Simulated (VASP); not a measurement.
A run of VASP 6.6.1:

INCAR

```
PREC = Accurate ; ENCUT = 600
EDIFF = 1E-6 ; ISMEAR = 0
SIGMA = 0.05 ; LREAL = False
LASPH = True ; NELM = 60
ALGO = Normal ; ISIF = 3
LWAVE = False ; LCHARG = False
GGA = PE ; IBRION = 2
NSW = 40 ; EDIFFG = -0.02
```

KPOINTS

```
Automatic mesh
0
Gamma
  9 9 3
```

The input POSCAR:

```
SiBr
1.0
    3.3321000000      0.0000000000      0.0000000000
   -1.6660500000      2.8856800000      0.0000000000
    0.0000000000      0.0000000000     10.3202100000
Si Br
2 2
Direct
    0.3333300000      0.6666700000      0.3433600000
    0.6666700000      0.3333300000      0.8433600000
    0.3333300000      0.6666700000      0.0297800000
    0.6666700000      0.3333300000      0.5297800000
```

Potentials or basis: VASP PAW PBE potentials, release 64 (Si, Br).

Command:

```bash
$ cat potpaw_PBE.64/Si/POTCAR potpaw_PBE.64/Br/POTCAR > POTCAR
$ mpirun -np 1 vasp_std > vasp.out
```

Hardware: 1 thread of Intel(R) Xeon(R) 6975P-C (Granite Rapids), with other jobs on the host.

Estimate the wall time of this run.

Wall time 2.4 min on 1 thread of Intel(R) Xeon(R) 6975P-C (Granite Rapids), with other jobs on the host, peak memory 0.3 GiB. Counts: scf iterations 46, k points 50, ion steps 7.
